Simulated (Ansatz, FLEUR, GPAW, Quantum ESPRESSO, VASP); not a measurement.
## Pb: programs and potentials compared

```xyz
4
Lattice="3.4928 0.0000 0.0000 -1.7464 3.0249 0.0000 0.0000 0.0000 23.5556" Properties=species:S:1:pos:R:3 pbc="T T T"
Pb    1.7464    1.0083    7.5000
Pb    0.0000    2.0166   10.3519
Pb    0.0000    0.0000   13.2038
Pb    1.7464    1.0083   16.0556
```

Alike in all runs: functional PBE; k mesh 9 × 9 × 1; occupations fermi-dirac, width 0.05 eV; no spin polarisation; no spin-orbit coupling.

```tsv
program and potentials	plane-wave cutoff (eV)	notes	largest force (eV/Å)
Ansatz, Ansatz PAW	420	-	0.309
VASP, PBE PAW files Pb_d, 520 eV	520	-	0.307
Quantum ESPRESSO, PseudoDojo 0.4.1 SR PBE standard	762	-	0.301
FLEUR, all-electron, FLAPW	-	-	?
GPAW, GPAW PAW data sets (gpaw-data 1.2.1)	450	-	0.314
```

Task: Estimate from the other rows what the run with FLEUR, all-electron, FLAPW gave.

Result: Largest force 0.308 eV/Å. The other rows, which needn't bracket it: largest force 0.301 to 0.314.
